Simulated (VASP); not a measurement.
Energy against volume of Nb (bcc). Computed with PBE GGA with D3 dispersion (Becke-Johnson damping), VASP's PBE PAW potentials (set 64) (plane waves; VASP). Run with 520 eV cut-off, 16×16×16 Γ-centred mesh, first-order Methfessel-Paxton smearing of 0.10 eV, potentials Nb_sv.

| V (Å³/atom) | E (eV/atom) |
|---|---|
| 16.865 | -10.95674 |
| 17.387 | -10.96559 |
| 17.909 | -10.95640 |
| 18.430 | -10.93202 |

**Question.** Fit these four points and predict the energy of the run at 16.344 Å³/atom.

**Answer.** A cubic in V^(−2/3), the third-order Birch-Murnaghan form, passes through the four points with V0 = 17.37 Å³/atom and B0 = 185 GPa, and gives -10.9266 eV/atom there. The run gave -10.9263 eV/atom, +0.3 meV/atom from the fit; all five points give B0 = 186 GPa.

The compound is Nb in the bcc structure. It was relaxed first.
